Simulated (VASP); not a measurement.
Given:

```
HoIn
1.0
    3.68351     0.00000     0.00000
    0.00000     3.68351     0.00000
    0.00000     0.00000     3.68351
Ho In
1 1
Direct
  0.00000   0.00000   0.00000
  0.50000   0.50000   0.50000
```

These are PBEsol GGA, VASP's PBE PAW potentials (set 64) (plane waves; VASP) values and carry that method's errors. Run with 400 eV cut-off, 9×9×9 Γ-centred mesh, first-order Methfessel-Paxton smearing of 0.10 eV, potentials Ho_3 In_d.

The 4f electrons are frozen in the core of the lanthanide potential, so 4f levels, which can set the real gap, and their magnetism are missing. Unless said otherwise, spin-orbit coupling is left out, though it shifts the bands of the heavy elements here.

Question: Predict the energy per atom (σ→0), band gap (on the k-mesh) with the smallest direct gap where there is one.

Answer: 
```
Property                                                    Result
------------------------  ----------------------------------------
band gap (on the k-mesh)  none (metal, semimetal or under 0.01 eV)
energy per atom (σ→0)                               -4.471 eV/atom
```

Only differences to runs with the same potentials and settings are physical.

The structure comes from a computed database's HoIn entry (Pm-3m); how it stands against other phases isn't given here. It was relaxed first. The start is the result of an earlier pass.
